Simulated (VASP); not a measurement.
Given:

```xyz
6
Lattice="4.2053 0.0000 0.0000 0.0000 4.2053 0.0000 0.0000 0.0000 2.6951" Properties=species:S:1:pos:R:3 pbc="T T T"
Si     0.0000     0.0000     0.0000
Si     2.1026     2.1026     1.3476
O      1.2866     1.2866     2.6951
O      3.3892     0.8161     1.3476
O      0.8161     3.3892     1.3476
O      2.9187     2.9187     0.0000
```

Level of theory: optB86b-vdW, VASP's PBE PAW potentials (set 64) (plane waves; VASP). Numerical set-up: 520 eV cut-off, 6×6×9 Γ-centred mesh, tetrahedra with Blöchl corrections, potentials Si O.

Estimate the energy per atom (σ→0), band gap (on the k-mesh) with the smallest direct gap where there is one.

```json
{
 "band gap (on the k-mesh)": "5.31 eV",
 "smallest direct gap (on the k-mesh)": "5.31 eV",
 "energy per atom (σ→0)": "-6.403 eV/atom"
}
```

The compound is SiO2 in the rutile structure, stishovite, a high-pressure form. It was relaxed first.
